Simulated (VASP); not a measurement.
OSZICAR of a VASP run on Ni3Fe (L1_2):

File OSZICAR:
```
       N       E                     dE             d eps       ncg     rms          rms(c)
DAV:   1     0.242507958692E+03    0.24251E+03   -0.17508E+04  3572   0.212E+03
DAV:   2    -0.145221042397E+02   -0.25703E+03   -0.24902E+03  3532   0.372E+02
DAV:   3    -0.286822539622E+02   -0.14160E+02   -0.13398E+02  3675   0.120E+02
DAV:   4    -0.289258224934E+02   -0.24357E+00   -0.24206E+00  3747   0.160E+01
DAV:   5    -0.289321648610E+02   -0.63424E-02   -0.63401E-02  4871   0.213E+00    0.198E+01
DAV:   6    -0.267838858946E+02    0.21483E+01   -0.44288E+01  3716   0.104E+02    0.246E+01
DAV:   7    -0.298667526066E+02   -0.30829E+01   -0.26287E+01  4213   0.133E+02    0.281E+01
DAV:   8    -0.246546874425E+02    0.52121E+01   -0.18664E+01  4227   0.575E+01    0.645E+00
DAV:   9    -0.248577632063E+02   -0.20308E+00   -0.85053E-01  3900   0.122E+01    0.368E+00
DAV:  10    -0.248292267169E+02    0.28536E-01   -0.15939E-01  4892   0.974E+00    0.157E+00
DAV:  11    -0.248231321030E+02    0.60946E-02   -0.58118E-02  5381   0.361E+00    0.126E+00
DAV:  12    -0.248251995097E+02   -0.20674E-02   -0.82412E-03  3878   0.224E+00    0.406E-01
DAV:  13    -0.248252793929E+02   -0.79883E-04   -0.30024E-03  5164   0.940E-01    0.826E-02
DAV:  14    -0.248253533031E+02   -0.73910E-04   -0.40208E-04  4737   0.249E-01    0.129E-01
DAV:  15    -0.248253390296E+02    0.14273E-04   -0.16163E-04  4207   0.346E-01    0.206E-02
DAV:  16    -0.248253403831E+02   -0.13535E-05   -0.21891E-05  4954   0.768E-02    0.301E-02
DAV:  17    -0.248253403026E+02    0.80475E-07   -0.28828E-06  4226   0.448E-02    0.109E-02
DAV:  18    -0.248253398803E+02    0.42232E-06   -0.15036E-06  4035   0.227E-02    0.238E-03
DAV:  19    -0.248253398393E+02    0.41027E-07   -0.24566E-07  2417   0.604E-03
   1 F= -.24825340E+02 E0= -.24824599E+02  d E =-.222221E-02  mag=     4.6271
```

Problem. Which electronic solver shows in the log?

Solution. It is blocked Davidson (ALGO = Normal, or the opening steps of other solvers). The INCAR had ALGO = Normal.

Problem. How was spin treated?

Solution. Collinear spin (ISPIN = 2): the summary line carries one mag value, 4.63 μB in the cell.

Problem. Can the final energy be trusted as converged?

Solution. Self-consistency was reached. It stopped with EDIFF = 1E-7, NELM = 100 (PW91 GGA, plane waves, VASP's PBE PAW potentials (set 64)).

The compound is Ni3Fe in the L1_2 structure. This cell is one point of a volume scan, at 1.03 of the reference volume.
